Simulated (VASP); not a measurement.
OSZICAR of a VASP run on BaHfO₃ (cubic perovskite):

**OSZICAR**
```
       N       E                     dE             d eps       ncg     rms          rms(c)
DAV:   1     0.239845025990E+03    0.23985E+03   -0.21329E+04   460   0.161E+03
DAV:   2    -0.384296641537E+02   -0.27827E+03   -0.27181E+03   598   0.357E+02
DAV:   3    -0.509112728822E+02   -0.12482E+02   -0.12461E+02   582   0.757E+01
DAV:   4    -0.511440816220E+02   -0.23281E+00   -0.23275E+00   667   0.921E+00
DAV:   5    -0.511475006811E+02   -0.34191E-02   -0.34190E-02   592   0.787E-01    0.602E+01
DAV:   6    -0.439525810395E+02    0.71949E+01   -0.43386E+01   537   0.395E+01    0.534E+01
DAV:   7    -0.438568778785E+02    0.95703E-01   -0.24525E+00   648   0.102E+01    0.337E+01
DAV:   8    -0.438364611142E+02    0.20417E-01   -0.35004E-01   573   0.497E+00    0.490E+00
DAV:   9    -0.438196666057E+02    0.16795E-01   -0.11423E-01   579   0.208E+00    0.161E+00
DAV:  10    -0.438191073740E+02    0.55923E-03   -0.12848E-02   593   0.752E-01    0.650E-01
DAV:  11    -0.438188869621E+02    0.22041E-03   -0.11592E-03   558   0.229E-01    0.162E-01
DAV:  12    -0.438189094036E+02   -0.22441E-04   -0.78011E-05   616   0.608E-02    0.165E-01
DAV:  13    -0.438189133515E+02   -0.39479E-05   -0.13475E-05   579   0.240E-02    0.626E-03
DAV:  14    -0.438189132784E+02    0.73082E-07   -0.52837E-07   573   0.468E-03
   1 F= -.43818913E+02 E0= -.43818913E+02  d E =-.717692E-21
```

**Question.** Which electronic solver shows in the log?

**Answer.** It is blocked Davidson (ALGO = Normal, or the opening steps of other solvers). The INCAR had ALGO = Normal.

**Question.** Can the final energy be trusted as converged?

**Answer.** Self-consistency was reached. It stopped with EDIFF = 1E-7, NELM = 100 (PW91 GGA, plane waves, VASP's PBE PAW potentials (set 64)).

The compound is BaHfO3 in the cubic perovskite structure. This cell is one point of a volume scan, at 0.97 of the reference volume.
